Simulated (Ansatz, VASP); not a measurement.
## One calculation of Sb3Ru, two programs

```xyz
4
Lattice="4.4947 0.0000 0.0000 0.0000 4.4947 0.0000 0.0000 0.0000 4.4947" Properties=species:S:1:pos:R:3 pbc="T T T"
Sb    0.0000    2.2474    2.2474
Sb    2.2474    0.0000    2.2474
Sb    2.2474    2.2474    0.0000
Ru    0.0000    0.0000    0.0000
```

Alike in both runs: functional PBE; k mesh 10 × 10 × 10; occupations gaussian, width 0.1 eV; no spin polarisation.

Ansatz relaxed the structure, and its values are those at the end. VASP's run is a single point on that final structure, the one shown.

|  | VASP | Ansatz |
| --- | --- | --- |
| version | VASP 6.6.1 | Ansatz 0.2.0 |
| potentials or method | VASP PAW PBE potentials, release 64 (Sb, Ru_pv) | scalar-relativistic, plane waves, PAW |
| plane-wave cutoff (eV) | 520 | 420 |
| valence electrons in the cell | 29 | 61 |

|  | VASP | Ansatz | Ansatz less VASP |
| --- | --- | --- | --- |
| gap on the k mesh at the Fermi level (eV) | none | none | - |
| pressure (GPa) | -0.1 | 0.0 | +0.10 |

A gap of «none» marks a metal or a gap that the smearing closes. The two sets of potentials don't hold the same shells in valence.

Spin-orbit coupling is left out, which matters for the levels of Sb.
